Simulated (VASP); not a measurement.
# KCl (Sylvite): GW quasiparticle gap, part 5 of 5

Wanted: how far GW moves the Kohn-Sham levels of KCl (Sylvite). The cell is of the rock-salt type, one of the forms listed for this formula. The start is a cell from a database of measured crystal structures.

VASP 6.6.1, plane waves and PAW; the level of theory is named at each step.

So far, quasiparticle gap on the mesh (eV): step 4 (evGW0, evGW0 on PBE) 8.59; step 5 (evGW, evGW on PBE) 9.35; step 6 (QPGW0, QPGW0 on PBE) 8.66. Also gap on the k-mesh (eV): step 3 (empty bands, functional PBE) 5.19; step 7 (orbitals for another starting point) 5.19.

### 8. Another starting point

This step: HSE06; plane waves and PAW (K_sv_GW, Cl_GW) (VASP 6.6.1).

To see how much the result owes to its start, the ground state is made again with HSE06. EDIFF is tight for accurate orbitals, and a narrow smearing avoids fractional occupations.

The input, INCAR:

```
SYSTEM = KCl
PREC = Accurate
ENCUT = 300
EDIFF = 1E-08
NELM = 100
ISMEAR = 0
SIGMA = 0.01
LREAL = .FALSE.
ALGO = Normal
LHFCALC = .TRUE.
AEXX = 0.25
GGA = PE
HFSCREEN = 0.2
LASPH = .TRUE.
NBANDS = 14
PRECFOCK = Fast
LORBIT = 11
LWAVE = .TRUE.
LCHARG = .FALSE.
KPAR = 8
```

The input, POSCAR:

```
KCl
1.0
    0.0000000000      3.1464700000      3.1464700000
    3.1464700000      0.0000000000      3.1464700000
    3.1464700000      3.1464700000      0.0000000000
K Cl
1 1
Direct
    0.0000000000      0.0000000000      0.0000000000
    0.5000000000      0.5000000000      0.5000000000
```

The input, KPOINTS:

```
Automatic mesh
0
Gamma
4 4 4
0 0 0
```

The projector-augmented-wave data sets are K_sv_GW and Cl_GW (PBE family, release 64).

The run starts from files that an earlier step left in the folder.

Command:

```
> mpirun -np 8 vasp_std
```

Log:

```text
[banner, memory and clock lines left out]
running    8 mpi-ranks, on    1 nodes
 distrk:  each k-point on    1 cores,    8 groups
 distr:  one band on    1 cores,    1 groups

 POSCAR found type information on POSCAR K Cl
 POSCAR found :  2 types and       2 ions
 [... a notice as in an earlier step ...]

 LDA part: xc-table for (Slater+PW92), standard interpolation
 found WAVECAR, reading the header
 POSCAR, INCAR and KPOINTS ok, starting setup
 FFT: planning ... GRIDC
 FFT: planning ... GRID_SOFT
 FFT: planning ... GRID
 reading WAVECAR
 the WAVECAR file was read successfully
 initial charge from wavefunction
 entering main loop
       N       E                     dE             d eps       ncg     rms          rms(c)
DAV:   1    -0.103625125512E+02   -0.10363E+02   -0.10597E-01   332   0.398E+00    0.517E-01
DAV:   2    -0.103635642016E+02   -0.10517E-02   -0.24459E-03   346   0.379E-01    0.352E-01
DAV:   3    -0.103633223348E+02    0.24187E-03   -0.22822E-04   310   0.131E-01    0.197E-01
DAV:   4    -0.103632568277E+02    0.65507E-04   -0.63535E-05   348   0.674E-02    0.117E-01
DAV:   5    -0.103632354365E+02    0.21391E-04   -0.97085E-06   314   0.274E-02    0.690E-02
DAV:   6    -0.103632277853E+02    0.76513E-05   -0.36876E-06   326   0.170E-02    0.405E-02
DAV:   7    -0.103632253158E+02    0.24694E-05   -0.15080E-06   260   0.103E-02    0.240E-02
DAV:   8    -0.103632246099E+02    0.70591E-06   -0.62805E-07   296   0.666E-03    0.143E-02
DAV:   9    -0.103632244083E+02    0.20157E-06   -0.27447E-07   284   0.427E-03    0.851E-03
DAV:  10    -0.103632243592E+02    0.49130E-07   -0.12204E-07   274   0.278E-03    0.512E-03
DAV:  11    -0.103632243402E+02    0.18971E-07   -0.54403E-08   268   0.181E-03    0.309E-03
DAV:  12    -0.103632243255E+02    0.14716E-07   -0.24052E-08   260   0.117E-03    0.187E-03
DAV:  13    -0.103632243180E+02    0.74920E-08   -0.10880E-08   276   0.780E-04
   1 F= -.10363224E+02 E0= -.10363224E+02  d E =-.232623E-65
 writing wavefunctions
```

Wall time 10 s (8 MPI ranks of Intel Xeon 6975P-C (Granite Rapids), shared host); peak memory 1.8 GiB; 80 s of CPU time.

From OUTCAR (step 8):

```text
   k-points           NKPTS =      8   k-points in BZ     NKDIM =     64   number of bands    NBANDS=     14

   NELECT =      16.0000    total number of electrons

  exchange ACFDT corr.  =         0.00000000  see jH, gK, PRB 81, 115126

 E-fermi :  -1.5221

 k-point     1 :       0.0000    0.0000    0.0000
  band No.  band energies     occupation
    ...
      4     -12.9972      2.00000
      5     -12.9967      2.00000
      6      -1.6417      2.00000
      7      -1.6417      2.00000
      8      -1.6416      2.00000
      9       4.8820      0.00000
     10       8.3029      0.00000
     11       8.3029      0.00000
     12       8.3029      0.00000
     13       9.3075      0.00000
    ...

 POSITION                                       TOTAL-FORCE (eV/Angst)
 -----------------------------------------------------------------------------------
      0.00000      0.00000      0.00000        -0.000000      0.000000      0.000000
      3.14647      3.14647      3.14647         0.000000     -0.000000     -0.000000
 -----------------------------------------------------------------------------------
    total drift:                               -0.000001      0.000001     -0.000001

  FREE ENERGIE OF THE ION-ELECTRON SYSTEM (eV)
  ---------------------------------------------------
  free  energy   TOTEN  =       -10.3632243180 eV

  energy  without entropy=      -10.3632243180  energy(sigma->0) =      -10.36322432

[... 7 parts as in an earlier step ...]

[... 9 further parts left out ...]
```

The k-mesh is coarse for exact exchange; levels may shift by about 0.1 eV on a finer one. The PAW data sets were made with PBE, which is usual practice but a small mismatch for other functionals.

Numbers from this step:

- free energy (TOTEN): -10.36 eV
- Fermi energy: -1.522 eV
- gap on the k-mesh: 6.524 eV
- least direct gap on the k-mesh: 6.524 eV

### 9. Empty bands, functional HSE06

ALGO = Exact makes the empty bands from the converged ground state in one step. LOPTICS writes the k-derivatives of the orbitals (WAVEDER), which give the long-wavelength limit of the screening.

The input, INCAR:

```
SYSTEM = KCl
PREC = Accurate
ENCUT = 300
ISMEAR = 0
SIGMA = 0.01
LREAL = .FALSE.
LHFCALC = .TRUE.
AEXX = 0.25
GGA = PE
HFSCREEN = 0.2
LASPH = .TRUE.
NBANDS = 408
PRECFOCK = Fast
ALGO = Exact
NELM = 1
LWAVE = .TRUE.
LCHARG = .FALSE.
LOPTICS = .TRUE.
NEDOS = 1000
CSHIFT = 0.1
```

POSCAR is that of step 8.

KPOINTS is that of step 8.

The WAVECAR or CHGCAR of an earlier step is read.

Command:

```
> mpirun -np 8 vasp_std
```

Log:

```text
[... set-up lines as in an earlier step ...]
 entering main loop
       N       E                     dE             d eps       ncg     rms          rms(c)
DIA:   1    -0.103632242897E+02   -0.10363E+02    0.00000E+00     0   0.000E+00
   1 F= -.10363224E+02 E0= -.10363224E+02  d E =-.976759E-78
 writing wavefunctions
 optical routines
 imaginary and real dielectric function
 recalculating local potential from charge density
 direction            1
 direction            2
 direction            3
```

Elapsed: 25 s, on 8 MPI ranks; peak memory 1.9 GiB.

From OUTCAR (step 9):

```text
 POSITION                                       TOTAL-FORCE (eV/Angst)
 -----------------------------------------------------------------------------------
      0.00000      0.00000      0.00000         0.000000      0.000000      0.000000
      3.14647      3.14647      3.14647        -0.000000     -0.000000     -0.000000
 -----------------------------------------------------------------------------------
    total drift:                               -0.000002      0.000002      0.000002

  FREE ENERGIE OF THE ION-ELECTRON SYSTEM (eV)
  ---------------------------------------------------
  free  energy   TOTEN  =       -10.3632242897 eV

  energy  without entropy=      -10.3632242897  energy(sigma->0) =      -10.36322429

[... 2 parts as in an earlier step ...]

[... 1 further part left out ...]
[key lines of the parts left out:]
E-fermi :  -1.5106
```

### 10. G0W0

This step: G0W0 on HSE06; plane waves and PAW (K_sv_GW, Cl_GW) (VASP 6.6.1).

One pass of GW corrects the levels to first order, with G and W from the starting orbitals.

The input, INCAR:

```
SYSTEM = KCl
PREC = Accurate
ENCUT = 300
ISMEAR = 0
SIGMA = 0.01
LREAL = .FALSE.
LHFCALC = .TRUE.
AEXX = 0.25
GGA = PE
HFSCREEN = 0.2
LASPH = .TRUE.
NBANDS = 408
PRECFOCK = Fast
ALGO = EVGW0
NELMGW = 1
ENCUTGW = 200
NOMEGA = 64
NBANDSGW = 16
LWAVE = .FALSE.
LCHARG = .FALSE.
```

POSCAR is that of step 9.

KPOINTS is that of step 9.

The WAVECAR or CHGCAR of an earlier step is read.

Command:

```
> mpirun -np 8 vasp_std
```

Log:

```text
[banner, memory and clock lines left out]
running    8 mpi-ranks, on    1 nodes
 distrk:  each k-point on    8 cores,    1 groups
 distr:  one band on    1 cores,    8 groups

 POSCAR found type information on POSCAR K Cl
 POSCAR found :  2 types and       2 ions
 [... a notice as in an earlier step ...]

 [... a notice as in an earlier step ...]

 LDA part: xc-table for (Slater+PW92), standard interpolation
 found WAVECAR, reading the header
 POSCAR, INCAR and KPOINTS ok, starting setup
 FFT: planning ... GRIDC
 FFT: planning ... GRID_SOFT
 FFT: planning ... GRID
 reading WAVECAR
 the WAVECAR file was read successfully
 initial charge from wavefunction
 available memory per node:     35.13 GB, setting MAXMEM to     35977

 The Fermi energy was updated, please check that it is located mid-gap
 values below the HOMO (VB) or above the LUMO (CB) will cause erroneous energies
 E-fermi :   1.6205

 calculate exact exchange contribution
 the WAVEDER file was read successfully
energies w=
    0.000    0.000    0.763    0.000    1.525    0.000    2.283    0.000
    3.036    0.000    3.783    0.000    4.523    0.000    5.253    0.000
    5.975    0.000    6.687    0.000    7.389    0.000    8.082    0.000
    8.765    0.000    9.439    0.000   10.104    0.000   10.762    0.000
   11.413    0.000   12.057    0.000   12.697    0.000   13.334    0.000
   13.968    0.000   14.601    0.000   15.234    0.000   15.869    0.000
   16.507    0.000   17.150    0.000   17.800    0.000   18.458    0.000
   19.127    0.000   19.808    0.000   20.505    0.000   21.219    0.000
   21.954    0.000   22.712    0.000   23.497    0.000   24.313    0.000
   25.164    0.000   26.055    0.000   26.992    0.000   27.981    0.000
   29.029    0.000   30.145    0.000   31.340    0.000   32.624    0.000
   34.014    0.000   35.524    0.000   37.176    0.000   38.995    0.000
   41.011    0.000   43.262    0.000   45.799    0.000   48.681    0.000
   51.990    0.000   55.831    0.000   60.349    0.000   65.743    0.000
   72.296    0.000   80.424    0.000   90.770    0.000  104.373    0.000
  123.034    0.000  150.177    0.000  193.195    0.000  271.569    0.000
 responsefunction array rank=     416
 LDA part: xc-table for (Slater+PW92), standard interpolation

 min. memory requirement per mpi rank    313.9 MB, per node   2510.8 MB

 allocating   8 responsefunctions rank=   416
 shmem allocating  64 responsefunctions rank=   416
 response function shared by NCSHMEM nodes    1
 Doing            8  frequencies on each core in blocks of           64
NQ=   1    0.0000    0.0000    0.0000,
|.........|.........|.........|.........|.........|.........|.........|.........
 performed        514000 updates of chi_q(r,r)
 total number of BLAS operations        694.67 Gflops
NQ=   2    0.2500    0.0000    0.0000,
|.........|.........|.........|.........|.........|.........|.........|.........
 performed       1498000 updates of chi_q(r,r)
 total number of BLAS operations       1904.39 Gflops
NQ=   3    0.5000    0.0000    0.0000,
|.........|.........|.........|.........|.........|.........|.........|.........
 performed       2247000 updates of chi_q(r,r)
 total number of BLAS operations       2825.21 Gflops
NQ=   4    0.2500    0.2500    0.0000,
|.........|.........|.........|.........|.........|.........|.........|.........
 performed       3139000 updates of chi_q(r,r)
 total number of BLAS operations       4055.14 Gflops
NQ=   5    0.5000    0.2500    0.0000,
|.........|.........|.........|.........|.........|.........|.........|.........
 performed       4331000 updates of chi_q(r,r)
 total number of BLAS operations       5574.50 Gflops
NQ=   6   -0.2500    0.2500    0.0000,
|.........|.........|.........|.........|.........|.........|.........|.........
 performed       5393000 updates of chi_q(r,r)
 total number of BLAS operations       6982.38 Gflops
NQ=   7    0.5000    0.5000    0.0000,
|.........|.........|.........|.........|.........|.........|.........|.........
 performed       6089000 updates of chi_q(r,r)
 total number of BLAS operations       7821.62 Gflops
NQ=   8   -0.2500    0.5000    0.2500,
|.........|.........|.........|.........|.........|.........|.........|.........
 performed       6994000 updates of chi_q(r,r)
 total number of BLAS operations       8957.88 Gflops
 resolving degeneracies of screened two electron integrals

 calculate QP shifts <psi_nk| G(iteration)W_0 |psi_nk>: iteration 1
 entering main loop
```

It took 39 s on 8 MPI ranks; peak memory 3.8 GiB; 5 min of CPU time.

From OUTCAR (step 10):

```text
   NELECT =      16.0000    total number of electrons

 E-fermi :   1.6205

 QP shifts <psi_nk| G(iteration)W_0 |psi_nk>: iteration 1
 for sc-GW calculations column KS-energies equals QP-energies in previous step
 and V_xc(KS)=  KS-energies - (<T + V_ion + V_H > + <T+V_H+V_ion>^1  + <V_x>^1)
 k-point   1 :       0.0000    0.0000    0.0000
  band No.  KS-energies  QP-energies   sigma(KS)   V_xc(KS)     V^pw_x(r,r')   Z            occupation Imag(sigma)
    ...
      5     -12.9971     -15.2713     -22.2061     -19.5064     -24.6977       0.8424       2.0000       0.0762
      6      -1.6415      -3.2274     -17.1476     -15.2275     -18.6641       0.8260       2.0000       0.0581
      7      -1.6415      -3.2274     -17.1476     -15.2275     -18.6641       0.8260       2.0000       0.0581
      8      -1.6415      -3.2274     -17.1476     -15.2275     -18.6641       0.8260       2.0000       0.0581
      9       4.8823       5.4287      -5.8100      -6.4289      -3.0273       0.8829       0.0000      -0.0517
     10       8.3030       9.4850      -6.5226      -7.8684      -3.6441       0.8783       0.0000      -0.0587
     11       8.3030       9.4850      -6.5226      -7.8684      -3.6441       0.8783       0.0000      -0.0587
     12       8.3030       9.4850      -6.5226      -7.8684      -3.6441       0.8783       0.0000      -0.0587
    ...

 k-point   2 :       0.2500    0.0000    0.0000
  band No.  KS-energies  QP-energies   sigma(KS)   V_xc(KS)     V^pw_x(r,r')   Z            occupation Imag(sigma)
    ...
      5     -12.8821     -15.0075     -22.0643     -19.5151     -24.7514       0.8337       2.0000       0.1196
      6      -2.2430      -3.8839     -16.2915     -14.2988     -17.8361       0.8234       2.0000       0.0610
      7      -1.8153      -3.4138     -16.9332     -14.9957     -18.4644       0.8250       2.0000       0.0591
      8      -1.8153      -3.4138     -16.9332     -14.9957     -18.4644       0.8250       2.0000       0.0591
      9       6.1617       6.7652      -6.3147      -7.0029      -3.4808       0.8770       0.0000      -0.0545
     10       8.0109       8.9629      -6.2820      -7.3698      -3.4248       0.8751       0.0000      -0.0599
     11       9.1008      10.3463      -6.7484      -8.1726      -3.7779       0.8744       0.0000      -0.0622
     12       9.1008      10.3463      -6.7484      -8.1726      -3.7779       0.8744       0.0000      -0.0622
    ...

[... 8 parts as in an earlier step ...]

[... 8 further parts left out ...]
```

This step gave:

| Quantity | Value |
| --- | --- |
| quasiparticle gap on the mesh | 8.656 eV |
| smallest direct quasiparticle gap on the mesh | 8.656 eV |
| gap of the starting orbitals on the mesh | 6.524 eV |

GW takes the gap from 6.524 to 8.656 eV. That is +585 meV against the one-shot pass on PBE. The value holds for 408 bands, ENCUTGW = 200 eV and this mesh, and isn't shown to be converged in them.

### 11. Summary

This step: GW series: evGW0 on PBE, evGW on PBE, QPGW0 on PBE, G0W0 on HSE06; plane waves and PAW (VASP 6.6.1).

No new run; the numbers come from the runs before.

Cost is wall time times ranks on a shared host, with the step that makes the empty bands. GW runs:

```csv
level,bands,ENCUTGW (eV),NOMEGA,k mesh,starting gap (eV),quasiparticle gap (eV),direct gap (eV),cost (core minutes)
evGW0 on PBE,408,200,64,4x4x4,5.19,8.588,8.588,19.49
evGW on PBE,408,200,64,4x4x4,5.19,9.349,9.349,19.36
QPGW0 on PBE,408,200,64,4x4x4,5.19,8.661,8.661,41.49
G0W0 on HSE06,408,200,64,4x4x4,6.524,8.656,8.656,8.53
```

### 12. Results

- evGW0 on PBE, 408 bands, ENCUTGW 200 eV, NOMEGA 64, mesh 4×4×4: 5.190 → 8.588 eV
- evGW on PBE, 408 bands, ENCUTGW 200 eV, NOMEGA 64, mesh 4×4×4: 5.190 → 9.349 eV
- QPGW0 on PBE, 408 bands, ENCUTGW 200 eV, NOMEGA 64, mesh 4×4×4: 5.190 → 8.661 eV
- G0W0 on HSE06, 408 bands, ENCUTGW 200 eV, NOMEGA 64, mesh 4×4×4: 6.524 → 8.656 eV

In words: evGW0 gives a quasiparticle gap of 8.588 eV on the mesh, 3.40 eV over the PBE gap on the same mesh. On mesh and path the starting valence top lies at Γ and the conduction bottom at Γ, so the starting gap is direct. Both points lie on the GW mesh. Over the final values of the levels run here the gap spans 8.59 to 9.35 eV. In evGW0 the first pass, which is the one-shot result, gives 8.071 eV and pass 4 gives 8.588 eV; the last pass changed the gap by +11 meV, so more passes would move it further. In evGW the first pass, which is the one-shot result, gives 8.071 eV and pass 4 gives 9.349 eV; the last pass changed the gap by +56 meV, so more passes would move it further. In QPGW0 the first pass gives 8.079 eV and pass 4 gives 8.661 eV; the last pass changed the gap by +34 meV, so more passes would move it further. One-shot gaps: 8.071 eV from PBE and 8.656 eV from HSE06. The starting gaps span 1.33 eV and the one-shot gaps 0.59 eV. Bands, response cutoff and mesh weren't tested for convergence. Not tabulated here, as repeats of values shown or as unfit to read for their mesh, reference level or band range: eps2 curves (empty bands); eps1 curves and static values (empty bands); gaps (empty bands).

[Lines on the potential files, build, host, timing and source positions are cut from VASP's logs without a mark.]

[Logs are printed without paths, hosts, clocks, repeated set-up lines and the standing remarks that a program may print on its own settings, such as how far it seeks lower states.]

[Hosts, paths, dates, database ids (printed as entryN), source tags and the programs' standing remarks are cut or masked in the printed files.]

[Pressures printed for these runs are not shown converged in the cutoff: they can be off by several GPa and have the wrong sign.]
